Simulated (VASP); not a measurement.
Input:

```
Pb
1.0
    0.00000     2.49445     2.49445
    2.49445     0.00000     2.49445
    2.49445     2.49445     0.00000
Pb
1
Direct
  0.00000   0.00000   0.00000
```

Computed with r2SCAN meta-GGA with spin-orbit coupling, VASP's PBE PAW potentials (set 64) (plane waves; VASP). Settings: 400 eV cut-off, 11×11×11 Γ-centred mesh, Gaussian smearing of 0.050 eV, potentials Pb_d.

Question: Give the energies of bands 11 to 18 at the high-symmetry points, in eV from the Fermi level.

Answer: 
```tsv
band	Γ	X	U	L	W
11	-12.01	-6.90	-7.00	-8.34	-6.80
12	-12.01	-6.90	-7.00	-8.34	-6.80
13	5.48	-3.40	-2.50	-4.24	-1.98
14	5.48	-3.40	-2.50	-4.24	-1.98
15	8.52	1.58	-1.02	4.79	-0.89
16	8.52	1.58	-1.02	4.79	-0.89
17	8.52	2.76	3.14	6.54	0.59
18	8.52	2.76	3.14	6.54	0.59
```

It has no gap at this level: it comes out as a metal or semimetal.

The compound is Pb in the fcc structure. It was relaxed first.
